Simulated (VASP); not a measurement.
Shape and ions are relaxed at each volume.

Energy against volume of Zn (hcp). Calculation: PBE GGA with D3 dispersion (zero damping), VASP's PBE PAW potentials (set 64) (plane waves; VASP).

| V (Å³/atom) | E (eV/atom) |
|---|---|
| 13.317 | -1.44763 |
| 13.742 | -1.46218 |
| 14.167 | -1.46838 |
| 14.592 | -1.46739 |
| 15.017 | -1.46044 |

Problem. Fit a third-order Birch-Murnaghan equation of state.

Solution. 
```json
{
 "volume_per_atom": "14.32 Å³/atom",
 "bulk_modulus": "85.0 GPa",
 "pressure_derivative_of_the_bulk_modulus": "4.58"
}
```

Measured: bulk modulus 69.7 GPa at 0 K (computed value off by +22.0 %), as given by Vázquez-Parga, Fernández-Martínez, Viñes, J. Chem. Theory Comput. (2023), doi:10.1021/acs.jctc.3c00612, Supporting … [zero-point energy and finite temperature contributions removed].

The compound is Zn in the hcp structure. It was relaxed first, which changed the volume by -6 %.
